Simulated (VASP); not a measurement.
Here is the system:

```cif
data_As4Ga4
_chemical_formula_sum 'Ga4 As4'
_space_group_name_H-M_alt 'F-43m'
_space_group_IT_number 216
_space_group_name_Hall 'F -4 2 3'
_cell_length_a 5.74175
_cell_length_b 5.74175
_cell_length_c 5.74175
_cell_angle_alpha 90.000
_cell_angle_beta 90.000
_cell_angle_gamma 90.000
loop_
_atom_site_label
_atom_site_type_symbol
_atom_site_symmetry_multiplicity
_atom_site_Wyckoff_symbol
_atom_site_fract_x
_atom_site_fract_y
_atom_site_fract_z
_atom_site_occupancy
Ga1 Ga 4 a 0.00000 0.00000 0.00000 1
As1 As 4 d 0.75000 0.75000 0.75000 1
```
(The calculation used a cell of 2 atoms; values per cell refer to that cell.)

Calculation: PBE GGA, VASP's PBE PAW potentials (set 64) (plane waves; VASP). Run with 480 eV cut-off, 8×8×8 Γ-centred mesh, Gaussian smearing of 0.050 eV, potentials Ga_d As.

Each relaxation starts from this cell; other phases were not tried.

Question: The cell is relaxed at 1 GPa. What happens?

Answer: The volume per atom goes from 23.66 to 23.38 Å³ (-1.2 %), and the cell becomes a = 5.7188 Å, b = 5.7188 Å, c = 5.7188 Å, α = 90.00°, β = 90.00°, γ = 90.00°, space group F-43m. The gap on the mesh goes from 0.18 to 0.26 eV.

Question: The cell is relaxed at 30 GPa. What happens?

Answer: The volume per atom goes from 23.66 to 18.19 Å³ (-23.1 %), and the cell becomes a = b = c = 5.260 Å, α = β = γ = 90.00°, space group F-43m. The gap on the mesh goes from 0.18 to 0.96 eV.

Failed runs are left out, and for metals the shear rows, which the mesh's noise covers.

The compound is GaAs in the zinc blende structure.
